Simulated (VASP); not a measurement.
Energy against volume of ZnO (wurtzite). All values below come from rev-vdW-DF2, VASP's PBE PAW potentials (set 64) (plane waves; VASP). Run with 520 eV cut-off, 8×8×4 Γ-centred mesh, Gaussian smearing of 0.050 eV, potentials Zn O.

Shape and ions are relaxed at each volume.

```
V (Å³/atom)  E (eV/atom)
-----------  -----------
11.783          -2.46867
12.148          -2.47364
12.512          -2.46928
12.876          -2.45709
```

**Question.** Fit these four points and predict the energy of the run at 11.419 Å³/atom.

**Answer.** A cubic in V^(−2/3), the third-order Birch-Murnaghan form, passes through the four points with V0 = 12.15 Å³/atom and B0 = 136 GPa, and gives -2.4526 eV/atom there. The run gave -2.4527 eV/atom, -0.1 meV/atom from the fit; all five points give B0 = 136 GPa.

The compound is ZnO in the wurtzite structure. It was relaxed first.
